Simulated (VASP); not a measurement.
Energy against volume of PbO₂ (rutile). All values below come from SCAN meta-GGA, VASP's PBE PAW potentials (set 64) (plane waves; VASP 6.6.1). Settings: 520 eV cut-off, 5×5×7 Γ-centred mesh, Gaussian smearing of 0.050 eV, potentials Pb_d O.

Shape and ions are relaxed at each volume.

```json
[
 {"V (Å³/atom)": "13.683", "E (eV/atom)": "-30.26518"},
 {"V (Å³/atom)": "14.107", "E (eV/atom)": "-30.27240"},
 {"V (Å³/atom)": "14.530", "E (eV/atom)": "-30.26864"},
 {"V (Å³/atom)": "14.953", "E (eV/atom)": "-30.25622"}
]
```

Fit these four points and predict the energy of the run at 13.260 Å³/atom.

A cubic in V^(−2/3), the third-order Birch-Murnaghan form, passes through the four points with V0 = 14.16 Å³/atom and B0 = 134 GPa, and gives -30.2442 eV/atom there. The run gave -30.2449 eV/atom, -0.7 meV/atom from the fit; all five points give B0 = 133 GPa.

The compound is PbO2 in the rutile structure. It was relaxed first.
